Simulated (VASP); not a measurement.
Method: r2SCAN meta-GGA, VASP's PBE PAW potentials (set 64) (plane waves; VASP). Each cell was relaxed at this level, without spin-orbit coupling.

**Question.** Which of these comes out without a gap?
A) PdIn, Pm-3m (221)
B) KI, Fm-3m (225)
C) ZnO, P6_3mc (186)
D) BeTe, F-43m (216)

**Answer.** A, PdIn, Pm-3m (221). The others have gaps of 1.23 eV (ZnO, P6_3mc (186)), 4.57 eV (KI, Fm-3m (225)), 2.37 eV (BeTe, F-43m (216)).
